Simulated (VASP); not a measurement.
# MoI (F-43m) in VASP: further runs, part 2 of 2

VASP 6.6.1. The steps go on from the part before.

### Step 5. Band structure, PBE

Contents of INCAR:

```
PREC = Accurate
ENCUT = 520
EDIFF = 1E-6
ISMEAR = -1
SIGMA = 0.05
LREAL = F
LASPH = T
NELM = 100
ALGO = Fast
ISIF = 2
LWAVE = F
LCHARG = F
LMAXMIX = 4
GGA = PE
```

Contents of KPOINTS:

```
Automatic mesh
0
Gamma
  7 7 7
```

Contents of POSCAR:

```
MoI
1.0
    0.0000000000      3.1788513800      3.1788513800
    3.1788513800      0.0000000000      3.1788513800
    3.1788513800      3.1788513800      0.0000000000
Mo I
1 1
Direct
    0.0000000000      0.0000000000      0.0000000000
    0.7500000000      0.7500000000      0.7500000000
```

Contents of KPOINTS_OPT:

```
path GXWKGLUWLK,UX
20
line-mode
reciprocal
 0.0000000000  0.0000000000  0.0000000000  G
 0.5000000000  0.0000000000  0.5000000000  X

 0.5000000000  0.0000000000  0.5000000000  X
 0.5000000000  0.2500000000  0.7500000000  W

 0.5000000000  0.2500000000  0.7500000000  W
 0.3750000000  0.3750000000  0.7500000000  K

 0.3750000000  0.3750000000  0.7500000000  K
 0.0000000000  0.0000000000  0.0000000000  G

 0.0000000000  0.0000000000  0.0000000000  G
 0.5000000000  0.5000000000  0.5000000000  L

 0.5000000000  0.5000000000  0.5000000000  L
 0.6250000000  0.2500000000  0.6250000000  U

 0.6250000000  0.2500000000  0.6250000000  U
 0.5000000000  0.2500000000  0.7500000000  W

 0.5000000000  0.2500000000  0.7500000000  W
 0.5000000000  0.5000000000  0.5000000000  L

 0.5000000000  0.5000000000  0.5000000000  L
 0.3750000000  0.3750000000  0.7500000000  K

 0.6250000000  0.2500000000  0.6250000000  U
 0.5000000000  0.0000000000  0.5000000000  X
```

Potentials or basis: VASP PAW PBE potentials, release 64 (Mo_sv, I).

Run with:

```sh
> cat potpaw_PBE.64/Mo_sv/POTCAR potpaw_PBE.64/I/POTCAR > POTCAR
> mpirun -np 1 vasp_std > vasp.out
```

It took 77 s on 1 thread of AMD EPYC 9R45 (Zen 5), shared host; peak memory 0.19 GiB.

It converged, with:

```
Free energy             : -9.4223 eV
Pressure                : -7.4 GPa
Band gap along the path : none (metal or under the smearing width)
```

Levels at the corners of the path, in eV from the Fermi level:
```csv
point,band 8,band 9,band 10,band 11,band 12,band 13,band 14
Γ,-4.89,-0.43,-0.43,0.47,2.49,2.49,2.49
X,-4.56,-1.03,-0.37,0.05,0.31,0.31,3.92
X,-4.56,-1.03,-0.37,0.05,0.31,0.31,3.92
W,-4.58,-1.13,-0.65,-0.04,0.50,1.12,5.07
W,-4.58,-1.13,-0.65,-0.04,0.50,1.12,5.10
K,-4.59,-1.11,-0.29,-0.27,0.67,0.82,4.30
K,-4.59,-1.11,-0.29,-0.27,0.67,0.82,4.30
Γ,-4.89,-0.43,-0.43,0.47,2.49,2.49,2.49
Γ,-4.89,-0.43,-0.43,0.47,2.49,2.49,2.49
L,-4.72,-0.27,-0.27,-0.24,1.18,1.18,2.47
L,-4.72,-0.27,-0.27,-0.24,1.18,1.18,2.47
U,-4.59,-1.11,-0.29,-0.27,0.67,0.82,4.30
U,-4.59,-1.11,-0.29,-0.27,0.67,0.82,4.30
W,-4.58,-1.13,-0.65,-0.04,0.50,1.12,5.07
W,-4.58,-1.13,-0.65,-0.04,0.50,1.12,5.08
L,-4.72,-0.27,-0.27,-0.24,1.18,1.18,2.47
L,-4.72,-0.27,-0.27,-0.24,1.18,1.18,2.47
K,-4.59,-1.11,-0.29,-0.27,0.67,0.82,4.30
U,-4.59,-1.11,-0.29,-0.27,0.67,0.82,4.30
X,-4.56,-1.03,-0.37,0.05,0.31,0.31,3.92
```

Caveat: spin-orbit coupling is left out, which moves the levels of the heavy elements; an odd number of electrons without spin polarisation forces a metal; a magnetic or distorted state may lie lower.

### Step 6. Band structure, PBEsol

Changes to INCAR since step 5:

```diff
@@ -13,2 +13,2 @@
 LMAXMIX = 4
-GGA = PE
+GGA = PS
```

KPOINTS is that of step 5.

POSCAR is that of step 5.

KPOINTS_OPT is that of step 5.

Potentials or basis: VASP PAW PBE potentials, release 64 (Mo_sv, I).

Run with:

```sh
> cat potpaw_PBE.64/Mo_sv/POTCAR potpaw_PBE.64/I/POTCAR > POTCAR
> mpirun -np 1 vasp_std > vasp.out
```

OUTCAR:

```text
PREC = Accurate
   ENCUT = 520
   EDIFF = 1E-6
   ISMEAR = -1
   LREAL = F
   LASPH = T
   NELM = 100
   ISIF = 2
   GGA = PS

 ion  position               nearest neighbor table
   1  0.000  0.000  0.000-   2 2.75   2 2.75   2 2.75   2 2.75
   2  0.750  0.750  0.750-   1 2.75   1 2.75   1 2.75   1 2.75

  LATTYP: Found a face centered cubic cell.
 ALAT       =     6.3577027600

  Lattice vectors:

 A1 = (   0.0000000000,   3.1788513800,   3.1788513800)
 A2 = (   3.1788513800,   0.0000000000,   3.1788513800)
 A3 = (   3.1788513800,   3.1788513800,   0.0000000000)

Analysis of symmetry for initial positions (statically):
=====================================================================
 Subroutine PRICEL returns:
 Original cell was already a primitive cell.

 Routine SETGRP: Setting up the symmetry group for a
 face centered cubic supercell.

 Subroutine GETGRP returns: Found 24 space group operations
 (whereof 24 operations were pure point group operations)
 out of a pool of 48 trial point group operations.

The static configuration has the point symmetry T_d .

Analysis of symmetry for dynamics (positions and initial velocities):
=====================================================================
 Subroutine PRICEL returns:
 Original cell was already a primitive cell.

 Routine SETGRP: Setting up the symmetry group for a
 face centered cubic supercell.

 Subroutine GETGRP returns: Found 24 space group operations
 (whereof 24 operations were pure point group operations)
 out of a pool of 48 trial point group operations.

The dynamic configuration has the point symmetry T_d .

 Subroutine INISYM returns: Found 24 space group operations
 (whereof 24 operations are pure point group operations),
 and found     1 'primitive' translations

----------------------------------------------------------------------------------------

                                     Primitive cell

  volume of cell :      64.2452

  direct lattice vectors                    reciprocal lattice vectors
     0.000000000  3.178851380  3.178851380    -0.157289518  0.157289518  0.157289518
     3.178851380  0.000000000  3.178851380     0.157289518 -0.157289518  0.157289518
     3.178851380  3.178851380  0.000000000     0.157289518  0.157289518 -0.157289518

  length of vectors
     4.495574734  4.495574734  4.495574734     0.272433436  0.272433436  0.272433436

  position of ions in fractional coordinates (direct lattice)
     0.000000000  0.000000000  0.000000000
     0.750000000  0.750000000  0.750000000

  ion indices of the primitive-cell ions
   primitive index   ion index
                 1           1
                 2           2

----------------------------------------------------------------------------------------

 KPOINTS: Automatic mesh

Automatic generation of k-mesh.
 Grid dimensions read from file:
 generate k-points for:    7    7    7

 Generating k-lattice:

  Cartesian coordinates                     Fractional coordinates (reciprocal lattice)
    -0.022469931  0.022469931  0.022469931     0.142857143  0.000000000  0.000000000
[... 34 lines left out ...]
 -0.428571  0.428571  0.142857     24.000000
 -0.285714  0.428571  0.142857     24.000000
   k-points           NKPTS =     20   k-points in BZ     NKDIM =     20   number of bands    NBANDS=     14
   number of dos      NEDOS =    301   number of ions     NIONS =      2
   total plane-waves  NPLWV =  46656
   dimension x,y,z NGX =    36 NGY =   36 NGZ =   36
   dimension x,y,z NGXF=    72 NGYF=   72 NGZF=   72
   ions per type =               1   1
   NGX,Y,Z   is equivalent  to a cutoff of  13.31, 13.31, 13.31 a.u.
   NGXF,Y,Z  is equivalent  to a cutoff of  26.63, 26.63, 26.63 a.u.
 SYSTEM =  unknown system
   PREC   = accura    normal or accurate (medium, high low for compatibility)
   ISTART =      0    job   : 0-new  1-cont  2-samecut
   ICHARG =      2    charge: 1-file 2-atom 10-const
   ISPIN  =      1    spin polarized calculation?
   LNONCOLLINEAR =      F non collinear calculations
   LSORBIT =      F    spin-orbit coupling
   LASPH  =      T    aspherical Exc in radial PAW
   ENCUT  =  520.0 eV  38.22 Ry    6.18 a.u.   8.36  8.36  8.36*2*pi/ulx,y,z
   NELM   =    100;   NELMIN=  2; NELMDL= -5     # of ELM steps
   EDIFF  = 0.1E-05   stopping-criterion for ELM
   LREAL  =      F    real-space projection
   EDIFFG = 0.1E-04   stopping-criterion for IOM
   NSW    =      0    number of steps for IOM
   IBRION =     -1    ionic relax: 0-MD 1-quasi-New 2-CG
   NFREE  =      0    steps in history (QN), initial steepest desc. (CG)
   ISIF   =      2    stress and relaxation
   ISYM   =      2    0-nonsym 1-usesym 2-fastsym
   POTIM  = 0.5000    time-step for ionic-motion
   TEBEG  =    0.0;   TEEND  =   0.0 temperature during run
   PSTRESS=    0.0 pullay stress
   NELECT =      21.0000    total number of electrons
   NUPDOWN=      -1.0000    fix difference up-down
   EMIN   =  10.00;   EMAX   =-10.00  energy-range for DOS
   EFERMI =   0.00;   METHOD = LEGACY
   ISMEAR =    -1;   SIGMA  =   0.05  broadening in eV -4-tet -1-fermi 0-gaus
   EFERMI_NEDOS =   21; number of points for ismear=-14 and -15
   IALGO  =     68    algorithm
   IMIX   =      4    mixing-type and parameters
     AMIX     =   0.40;   BMIX     =  1.00
     AMIX_MAG =   1.60;   BMIX_MAG =  1.00
  volume/ion in A,a.u.               =      32.12       216.77
  Fermi-wavevector in a.u.,A,eV,Ry     =   1.127719  2.131081 17.303223  1.271751
  Thomas-Fermi vector in A             =   2.264407
   LORBIT       =      0    0 simple, 1 ext, 2 COOP (PROOUT), +10 PAW based schemes
   GGA     = PS    functional components
   LHFCALC =     F    Hartree Fock is set to
   AEXX    =    0.0000 exact exchange contribution
   IVDW    =     0    specifies the selected vdW correction
   LEPSILON=     F    determine dielectric tensor
   LRPA    =     F    only Hartree local field effects (RPA)
 non-spin polarized calculation
 RMM-DIIS sequential band-by-band and
  energy-cutoff  :      520.00
  volume of cell :       64.25
 maximum number of plane-waves:      1759
 NGX is ok and might be reduce to    36
   NGX = 17   NGY = 17   NGZ = 17

 number of electron      21.0000000 magnetization

 Free energy of the ion-electron system (eV)
  ---------------------------------------------------
  ext. energy  EPLUGINS =         0.00000000
  ---------------------------------------------------
  free energy    TOTEN  =       -10.31774002 eV

  energy without entropy =      -10.27901767  energy(sigma->0) =      -10.29837884

 E-fermi :   5.6524     XC(G=0):  -9.3645

 val. band max:        5.6093858657   @ k =  -0.4286   0.2857   0.1429
 cond. band min:       5.6550457028   @ k =  -0.4286   0.4286   0.1429
 fundamental gap:      0.0456598371
 Fermi energy:         5.6523752449

 k-point     1 :       0.0000    0.0000    0.0000
  band No.  band energies     occupation
      1     -54.8613      2.00000
      2     -29.0194      2.00000
      3     -29.0194      2.00000
      4     -29.0194      2.00000
      5      -9.2119      2.00000
      6       0.7736      2.00000
      7       0.7736      2.00000
      8       0.7736      2.00000
      9       5.2360      1.99952
     10       5.2360      1.99952
     11       6.0366      0.00092
     12       8.1298      0.00000
     13       8.1298      0.00000
     14       8.1298      0.00000
[... 309 lines left out ...]
      1     -54.8606      2.00000
      2     -29.0334      2.00000
      3     -29.0265      2.00000
      4     -29.0240      2.00000
      5      -8.7650      2.00000
      6       0.1781      2.00000
      7       0.4405      2.00000
      8       1.0731      2.00000
      9       4.5264      2.00000
     10       5.0688      1.99998
     11       5.5910      1.54653
     12       6.1917      0.00004
     13       6.7388      0.00000
     14      10.3632      0.00000

------------------------ aborting loop because EDIFF is reached ----------------------------------------

  FORCE on cell =-STRESS in cart. coord.  units (eV):
  Direction    XX          YY          ZZ          XY          YZ          ZX
  --------------------------------------------------------------------------------------
  -------------------------------------------------------------------------------------
  Total       -4.0915412     -4.0915412     -4.0915412      0.0000000      0.0000000      0.0000000
  in kB     -102.0368021   -102.0368021   -102.0368021      0.0000000      0.0000000      0.0000000
  external PRESSURE =    -102.0368021 kB  Pullay stress =       0.0000000 kB

 VOLUME and BASIS-vectors are now :
 -----------------------------------------------------------------------------
  energy-cutoff  :      520.00
  volume of cell :       64.25
      direct lattice vectors                 reciprocal lattice vectors
     0.000000000  3.178851380  3.178851380    -0.157289518  0.157289518  0.157289518
     3.178851380  0.000000000  3.178851380     0.157289518 -0.157289518  0.157289518
     3.178851380  3.178851380  0.000000000     0.157289518  0.157289518 -0.157289518

 POSITION                                       TOTAL-FORCE (eV/Angst)
 -----------------------------------------------------------------------------------
      0.00000      0.00000      0.00000         0.000000      0.000000      0.000000
      4.76828      4.76828      4.76828        -0.000000     -0.000000     -0.000000
 -----------------------------------------------------------------------------------
    total drift:                               -0.000000     -0.000000     -0.000000

  FREE ENERGIE OF THE ION-ELECTRON SYSTEM (eV)
  ---------------------------------------------------
  free  energy   TOTEN  =       -10.3177400177 eV

  energy  without entropy=      -10.2790176699  energy(sigma->0) =      -10.29837884
```

Run time: 80 s. Hardware: 1 thread of AMD EPYC 9R45 (Zen 5), shared host; peak memory 0.18 GiB.

What came out:

- Free energy: -10.3177 eV
- Pressure: -10.2 GPa
- Band gap along the path: none (metal or under the smearing width)

Levels at the corners of the path, in eV from the Fermi level:
```
point  band 8  band 9  band 10  band 11  band 12  band 13  band 14
    Γ   -4.88   -0.42    -0.42     0.38     2.48     2.48     2.48
    X   -4.54   -1.07    -0.37     0.07     0.28     0.28     3.89
    X   -4.54   -1.07    -0.37     0.07     0.28     0.28     3.89
    W   -4.57   -1.16    -0.66    -0.02     0.47     1.12     5.05
    W   -4.57   -1.16    -0.66    -0.02     0.47     1.12     5.08
    K   -4.58   -1.14    -0.29    -0.28     0.66     0.81     4.25
    K   -4.58   -1.14    -0.29    -0.28     0.66     0.81     4.25
    Γ   -4.88   -0.42    -0.42     0.38     2.48     2.48     2.48
    Γ   -4.88   -0.42    -0.42     0.38     2.48     2.48     2.48
    L   -4.71   -0.28    -0.26    -0.26     1.17     1.17     2.39
    L   -4.71   -0.28    -0.26    -0.26     1.17     1.17     2.39
    U   -4.58   -1.14    -0.29    -0.28     0.66     0.81     4.25
    U   -4.58   -1.14    -0.29    -0.28     0.66     0.81     4.25
    W   -4.57   -1.16    -0.66    -0.02     0.47     1.12     5.05
    W   -4.57   -1.16    -0.66    -0.02     0.47     1.12     5.06
    L   -4.71   -0.28    -0.26    -0.26     1.17     1.17     2.39
    L   -4.71   -0.28    -0.26    -0.26     1.17     1.17     2.39
    K   -4.58   -1.14    -0.29    -0.28     0.66     0.81     4.25
    U   -4.58   -1.14    -0.29    -0.28     0.66     0.81     4.25
    X   -4.54   -1.07    -0.37     0.07     0.28     0.28     3.89
```

Caveat: the PAW data sets were made with another functional, which shifts forces and pressure a little; spin-orbit coupling is left out, which moves the levels of the heavy elements; an odd number of electrons without spin polarisation forces a metal; a magnetic or distorted state may lie lower.

### Step 7. For comparison

An earlier run on the cell as given: functional PBE; potentials or basis VASP PAW PBE potentials, release 64 (Mo_sv, I); cutoff 520 eV; k mesh 7 × 7 × 7; occupations fermi-dirac, width 0.05 eV; no spin polarisation.

* Pressure: -7.4 GPa
* Band gap on the k mesh: none (metal or under the smearing width)

### Step 8. Summary

```tsv
task	level	potentials or basis	spin	k mesh	pressure (GPa)
band structure	LDA	VASP PAW LDA potentials, release 64 (Mo_sv, I)	off	5 × 5 × 5	-11.4
band structure	LDA	VASP PAW LDA potentials, release 64 (Mo_sv, I)	SOC, no magnetisation	5 × 5 × 5	-11.3
band structure	LDA	VASP PAW LDA potentials, release 64 (Mo_sv, I)	off	7 × 7 × 7	-11.5
band structure	PBE	VASP PAW PBE potentials, release 64 (Mo_sv, I)	off	7 × 7 × 7	-7.4
band structure	PBEsol	VASP PAW PBE potentials, release 64 (Mo_sv, I)	off	7 × 7 × 7	-10.2
single point	PBE	VASP PAW PBE potentials, release 64 (Mo_sv, I)	off	7 × 7 × 7	-7.4
```

Alike in all rows: cell as given; cutoff (eV) 520; smearing fermi-dirac 0.05 eV.

Caveats: an odd number of electrons without spin polarisation forces a metal (some runs); a magnetic or distorted state may lie lower (some runs); spin-orbit coupling is left out, which moves the levels of the heavy elements (some runs); the PAW data sets were made with another functional, which shifts forces and pressure a little (some runs).

Total energies depend on the potentials used, so only differences within one code and one set of settings carry meaning.
